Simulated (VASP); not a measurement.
A run of VASP 6.6.1 is set up as follows.

POSCAR

```
Cu
1.0
    0.0000000000      1.7621729353      1.7621729353
    1.7621729353     -0.0000000000      1.7621729353
    1.7621729353      1.7621729353      0.0000000000
  Cu
     1
Direct
     0.0000000000000000    0.0000000000000000    0.0000000000000000
```

File INCAR.step1:

```
PREC     = Accurate       # precision mode
ENCUT    = 600            # plane-wave cutoff, eV
EDIFF    = 1E-8           # SCF threshold, eV
ISMEAR   = 1              # smearing method
SIGMA    = 0.2            # smearing width, eV
LREAL    = F              # projectors in reciprocal space
LASPH    = T              # aspherical terms in the spheres
NELM     = 100            # most SCF steps
ALGO     = Normal         # electronic algorithm
ISIF     = 3              # what is computed and relaxed
LWAVE    = F              # write WAVECAR
LCHARG   = F              # write CHGCAR
KPAR     = 8            
IBRION   = 2              # ionic algorithm
NSW      = 40             # ionic steps
EDIFFG   = -0.002         # ionic threshold
```

The input INCAR.step2:

```
PREC     = Accurate       # precision mode
ENCUT    = 600            # plane-wave cutoff, eV
EDIFF    = 1E-8           # SCF threshold, eV
ISMEAR   = 1              # smearing method
SIGMA    = 0.2            # smearing width, eV
LREAL    = F              # projectors in reciprocal space
LASPH    = T              # aspherical terms in the spheres
NELM     = 100            # most SCF steps
ALGO     = Normal         # electronic algorithm
ISIF     = 3              # what is computed and relaxed
LWAVE    = F              # write WAVECAR
LCHARG   = F              # write CHGCAR
KPAR     = 8            
IBRION   = 6              # ionic algorithm
NFREE    = 2            
POTIM    = 0.015          # step
NSW      = 1              # ionic steps
```

Contents of KPOINTS:

```
regular mesh
0
Gamma
  24 24 24
```

Potentials or basis: VASP PAW LDA potentials, release 64 (Cu).

Launch:

```sh
$ cat potpaw_LDA.64/Cu/POTCAR > POTCAR
$ cp INCAR.step1 INCAR
$ mpirun -np 8 vasp_std > vasp.out
$ cp CONTCAR POSCAR
$ cp INCAR.step2 INCAR
$ mpirun -np 8 vasp_std > vasp.out
```

Task: Estimate the elastic constants C11, C12, C44.

Result: 232, 160, 105 GPa.

Task: Predict the Voigt bulk modulus.

Result: 184 GPa.

Clamped-ion elastic tensor (GPa):
```
232 160 160   0   0   0
160 232 160   0   0   0
160 160 232   0   0   0
  0   0   0 105   0   0
  0   0   0   0 105   0
  0   0   0   0   0 105
```
